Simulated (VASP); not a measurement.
For cubic KI (rock salt), VASP 6.6.1 with PBE GGA, VASP's PBE PAW potentials (set 64) gives ε∞ = 2.80, a static ε₀ = 5.86 and a transverse optical mode at 88 cm⁻¹.

### Question
Estimate the longitudinal optical frequency at Γ.

### Answer
By the Lyddane-Sachs-Teller relation, ω_LO = ω_TO √(ε₀/ε∞) = 88 × √(5.86/2.80) = 127 cm⁻¹.

Measured: ε∞ 2.65 at 297 K (computed value off by +5.6 %), as given by H. H. Li, Journal of Physical and Chemical Reference Data (1976), doi:10.1063/1.555536 [long-wavelength limit of the electronic terms of a dispersion formula fitted to measured refractive indices over 0.25-50.0 um; lattice terms left out].

The compound is KI in the rock salt structure. It was relaxed first, which changed the volume by +5 %.
